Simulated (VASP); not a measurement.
# ScAl3: structure and properties in VASP, part 3 of 5

Aim: relax ScAl3 with r2SCAN + rVV10, compute its properties on that cell and hold them against experiment. The start is a computed cell from the Materials Project.

VASP 6.6.1; r2SCAN with rVV10; plane waves and PAW (Sc_sv, Al).

So far. Step 4 (Bands along the symmetry lines (r2SCAN + rVV10)): Of the bands kept, 2 cross the Fermi level on this path. The relaxed cell has a = 4.078 Å (conventional setting).

## 5. Density of states (r2SCAN + rVV10)

A density of states needs more k-points than a total energy; ISMEAR = -5 takes tetrahedra, and LORBIT projects the states on the PAW spheres. The mesh is finer than in the run before.

INCAR

```
SYSTEM = ScAl3
PREC = Accurate
ENCUT = 400
EDIFF = 1E-06
NELM = 100
ISMEAR = -5
SIGMA = 0.2
LREAL = .FALSE.
ALGO = Normal
METAGGA = R2SCAN
LUSE_VDW = .TRUE.
IVDW_NL = 2
BPARAM = 11.95
CPARAM = 0.0093
LASPH = .TRUE.
NBANDS = 24
LORBIT = 11
LWAVE = .FALSE.
LCHARG = .FALSE.
KPAR = 4
NEDOS = 2001
```

POSCAR

```
ScAl3
1.0
    4.0784266406      0.0000000000      0.0000000000
    0.0000000000      4.0784266406      0.0000000000
    0.0000000000      0.0000000000      4.0784266406
Sc Al
1 3
Direct
    0.0000000000      0.0000000000      0.0000000000
    0.5000000000      0.0000000000      0.5000000000
    0.0000000000      0.5000000000      0.5000000000
    0.5000000000      0.5000000000      0.0000000000
```

KPOINTS

```
Automatic mesh
0
Gamma
10 10 10
0 0 0
```

Potentials, in the order of the species: Sc_sv and Al (PBE family, release 64).

Started as:

```console
$ mpirun -np 4 vasp_std
```

Log:

```text
[... set-up lines as in an earlier step ...]
 entering main loop
       N       E                     dE             d eps       ncg     rms          rms(c)
Total rVV10 correction in eV:      0.4699172    26.5390754
Total rVV10 correction in eV:      0.4699172    26.5390754
Total rVV10 correction in eV:      0.4699172    26.5390754
Total rVV10 correction in eV:      0.4699172    26.5390754
DAV:   1     0.836641586895E+02    0.83664E+02   -0.70277E+03  2720   0.639E+02
DAV:   2    -0.332257347282E+02   -0.11689E+03   -0.11256E+03  2760   0.215E+02
DAV:   3    -0.366899439253E+02   -0.34642E+01   -0.34174E+01  3728   0.402E+01
DAV:   4    -0.367783521745E+02   -0.88408E-01   -0.88770E-01  3512   0.576E+00
DAV:   5    -0.367831347029E+02   -0.47825E-02   -0.47998E-02  3864   0.132E+00    0.122E+01
Total rVV10 correction in eV:      0.4567488    26.5390750
Total rVV10 correction in eV:      0.4567488    26.5390750
Total rVV10 correction in eV:      0.4567488    26.5390750
Total rVV10 correction in eV:      0.4567488    26.5390750
DAV:   6    -0.330527987315E+02    0.37303E+01   -0.30098E+00  3680   0.202E+01    0.460E+00
Total rVV10 correction in eV:      0.4541837    26.5390749
Total rVV10 correction in eV:      0.4541837    26.5390749
Total rVV10 correction in eV:      0.4541837    26.5390749
Total rVV10 correction in eV:      0.4541837    26.5390749
DAV:   7    -0.330525415492E+02    0.25718E-03   -0.11093E-01  3944   0.223E+00    0.207E+00
Total rVV10 correction in eV:      0.4535720    26.5390749
Total rVV10 correction in eV:      0.4535720    26.5390749
Total rVV10 correction in eV:      0.4535720    26.5390749
Total rVV10 correction in eV:      0.4535720    26.5390749
DAV:   8    -0.330543735009E+02   -0.18320E-02   -0.20271E-02  3968   0.117E+00    0.405E-01
Total rVV10 correction in eV:      0.4532620    26.5390749
Total rVV10 correction in eV:      0.4532620    26.5390749
Total rVV10 correction in eV:      0.4532620    26.5390749
Total rVV10 correction in eV:      0.4532620    26.5390749
DAV:   9    -0.330539853030E+02    0.38820E-03   -0.47938E-03  4016   0.596E-01    0.170E-01
Total rVV10 correction in eV:      0.4533877    26.5390749
Total rVV10 correction in eV:      0.4533877    26.5390749
Total rVV10 correction in eV:      0.4533877    26.5390749
Total rVV10 correction in eV:      0.4533877    26.5390749
DAV:  10    -0.330540210493E+02   -0.35746E-04   -0.54288E-04  3912   0.200E-01    0.112E-01
Total rVV10 correction in eV:      0.4534165    26.5390749
Total rVV10 correction in eV:      0.4534165    26.5390749
Total rVV10 correction in eV:      0.4534165    26.5390749
Total rVV10 correction in eV:      0.4534165    26.5390749
DAV:  11    -0.330539965156E+02    0.24534E-04   -0.49140E-05  3232   0.394E-02    0.324E-02
Total rVV10 correction in eV:      0.4534194    26.5390749
Total rVV10 correction in eV:      0.4534194    26.5390749
Total rVV10 correction in eV:      0.4534194    26.5390749
Total rVV10 correction in eV:      0.4534194    26.5390749
DAV:  12    -0.330540085937E+02   -0.12078E-04   -0.15447E-05  3240   0.180E-02    0.150E-02
Total rVV10 correction in eV:      0.4534256    26.5390749
Total rVV10 correction in eV:      0.4534256    26.5390749
Total rVV10 correction in eV:      0.4534256    26.5390749
Total rVV10 correction in eV:      0.4534256    26.5390749
DAV:  13    -0.330540066216E+02    0.19721E-05   -0.18420E-06  3184   0.652E-03    0.798E-03
Total rVV10 correction in eV:      0.4534317    26.5390749
Total rVV10 correction in eV:      0.4534317    26.5390749
Total rVV10 correction in eV:      0.4534317    26.5390749
Total rVV10 correction in eV:      0.4534317    26.5390749
DAV:  14    -0.330540030624E+02    0.35591E-05   -0.18401E-06  2960   0.528E-03    0.385E-03
Total rVV10 correction in eV:      0.4534324    26.5390749
Total rVV10 correction in eV:      0.4534324    26.5390749
Total rVV10 correction in eV:      0.4534324    26.5390749
Total rVV10 correction in eV:      0.4534324    26.5390749
DAV:  15    -0.330540025202E+02    0.54228E-06   -0.66062E-08  1816   0.145E-03
Total rVV10 correction in eV:      0.4534330    26.5390749
Total rVV10 correction in eV:      0.4534330    26.5390749
Total rVV10 correction in eV:      0.4534330    26.5390749
Total rVV10 correction in eV:      0.4534330    26.5390749
Total rVV10 correction in eV:      0.4534328    26.5390749
Total rVV10 correction in eV:      0.4534328    26.5390749
Total rVV10 correction in eV:      0.4534328    26.5390749
Total rVV10 correction in eV:      0.4534328    26.5390749
   1 F= -.33054003E+02 E0= -.33054003E+02  d E =0.000000E+00
 -----------------------------------------------------------------------------
|                                                                             |
|           W    W    AA    RRRRR   N    N  II  N    N   GGGG   !!!           |
|           W    W   A  A   R    R  NN   N  II  NN   N  G    G  !!!           |
|           W    W  A    A  R    R  N N  N  II  N N  N  G       !!!           |
|           W WW W  AAAAAA  RRRRR   N  N N  II  N  N N  G  GGG   !            |
|           WW  WW  A    A  R   R   N   NN  II  N   NN  G    G                |
|           W    W  A    A  R    R  N    N  II  N    N   GGGG   !!!           |
|                                                                             |
|     Tetrahedron method does not include variations of the Fermi             |
|     occupations, so forces and stress will be inaccurate. We suggest        |
|     using a different smearing scheme ISMEAR = 1 or 2 for metals in         |
|     relaxations.                                                            |
|                                                                             |
 -----------------------------------------------------------------------------
```

It took 1.7 min on 4 MPI ranks of AMD EPYC 7R43, shared host; peak memory 1 GiB.

From OUTCAR (step 5):

```text
   k-points           NKPTS =     56   k-points in BZ     NKDIM =     56   number of bands    NBANDS=     24

   NELECT =      20.0000    total number of electrons

 E-fermi :   7.3391

 k-point     1 :       0.0000    0.0000    0.0000
  band No.  band energies     occupation
    ...
      6       4.6364      2.00000
      7       4.6364      2.00000
      8       5.3465      2.00000
      9       5.3465      2.00000
     10       5.3465      2.00000
     11       8.6680      0.00000
     12       8.7874      0.00000
     13       8.7874      0.00000
     14       8.7874      0.00000
     15      12.7169      0.00000
    ...

  Total        0.0115848      0.0115848      0.0115848      0.0000000     -0.0000000      0.0000000
  in kB        0.2736021      0.2736021      0.2736021      0.0000000     -0.0000000      0.0000000
  external PRESSURE =       0.2736021 kB  Pullay stress =       0.0000000 kB

  FREE ENERGIE OF THE ION-ELECTRON SYSTEM (eV)
  ---------------------------------------------------
  free  energy   TOTEN  =       -33.0540025202 eV

  energy  without entropy=      -33.0540025202  energy(sigma->0) =      -33.05400252

[... 7 parts as in an earlier step ...]

[... 10 further parts left out ...]
```

With tetrahedra the forces and stress of a metal are not exact derivatives of the energy.

Numbers from this step:

```yaml
scf_cycles: 15
irreducible_k_points: 56
free_energy_toten: -33.05 eV
fermi_energy: 7.339 eV
pressure: 0.02736 GPa
dos_at_the_fermi_level: 1.308 states/eV/cell
```

The density of states has structure finer than the step of the table below, so its rows give means over 1 eV, whole bins alone (the curve runs from -12.0 to 5.58 eV). Peaks (eV: height): total 2.3: 4.24, 2.9: 5.24, 3.9: 3.76, 4.4: 4.11; Sc d -1.7: 0.624, 1.1: 1.04, 2.9: 2.91, 4.4: 2.33; Al p -1.9: 0.421, 1.1: 0.288, 3.9: 0.227, 5.1: 0.376; Al s -5.5: 0.262, 3.9: 0.302, 4.4: 0.280, 5.1: 0.249; Sc p 2.3: 0.076, 3.1: 0.132, 3.9: 0.0945, 5.1: 0.117.

States under -12.0 eV and over 5.6 eV are left out. Table of density of states by energy, zero at the Fermi level; means over each step; values in states/eV/cell:

```
energy (eV)   total     Sc d     Al p     Al s     Sc p     Sc s
        -11  0.0112        0   2.4e-5  0.00271   2.1e-5   5.8e-4
        -10   0.328   2.4e-4  0.00413   0.0771  0.00282   0.0143
         -9   0.666  0.00264   0.0181    0.151   0.0124   0.0171
         -8   0.694  0.00996   0.0305    0.148   0.0139  0.00898
         -7   0.731   0.0152   0.0451    0.132   0.0116   0.0244
         -6    1.16   0.0276   0.0710    0.214   0.0341   0.0263
         -5    1.22   0.0658   0.0836    0.215   0.0280   0.0150
         -4    1.20   0.0832    0.135    0.120   0.0264   0.0266
         -3    1.68    0.160    0.233   0.0834   0.0486   0.0240
         -2    2.33    0.394    0.339   0.0527   0.0443   0.0146
         -1    1.34    0.334    0.168   0.0317   0.0136  0.00897
          0    1.18    0.327    0.129   0.0339   0.0121   0.0131
          1    2.11    0.629    0.184   0.0792   0.0364   0.0275
          2    2.77     1.21    0.124   0.0823   0.0430    0.109
          3    3.20     1.57    0.140    0.131   0.0811   0.0358
          4    3.02     1.29    0.179    0.241   0.0635  0.00627
          5    2.29    0.663    0.226    0.157   0.0813   0.0242
```

The finer mesh and the other smearing move the Fermi level by +0.08 eV from the 7×7×7 run, one measure of the sampling error in the zero of the bands above. Of the states within 0.3 eV of the Fermi level, the largest shares in the PAW spheres are Sc d 28 % and Al p 11 %. The rest lies in smaller channels or between the spheres.

[end of part 3 of 5]

[Lines on the potential files, build, host, timing and source positions are cut from VASP's logs without a mark.]

[Logs are printed without paths, hosts, clocks, repeated set-up lines and the standing remarks that a program may print on its own settings, such as how far it seeks lower states.]

[Hosts, paths, dates, database ids (printed as entryN), source tags and the programs' standing remarks are cut or masked in the printed files.]

[Measured values are set beside computed ones only where the two were judged alike; some that the calculation misses by far are left out.]
